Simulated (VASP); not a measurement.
Here is the system:

```yaml
crystal:
  lattice:
    - [-1.70154, 1.70154, 1.70154]
    - [1.70154, -1.70154, 1.70154]
    - [1.70154, 1.70154, -1.70154]
  atoms:
    - { symbol: Li, position: [0.00000, 0.00000, 0.00000] }
```

Computed with PBE GGA, VASP's PBE PAW potentials (set 64) (plane waves; VASP). Run with PREC = Normal, EDIFF = 1E-5, 400 eV cut-off, 17×17×17 Γ-centred mesh, first-order Methfessel-Paxton smearing of 0.10 eV, potentials Li_sv.

At this cut-off the stress carries a Pulay error, which pulls relaxed volumes low.

### Question
Give the stress tensor in GPa (positive for a compressed cell).

### Answer

```
-3.19   0.00   0.00
 0.00  -3.19   0.00
 0.00   0.00  -3.19
```
The pressure is its mean diagonal, -3.19 GPa.

The compound is Li in the bcc structure. It was relaxed first, which changed the volume by -7 %.
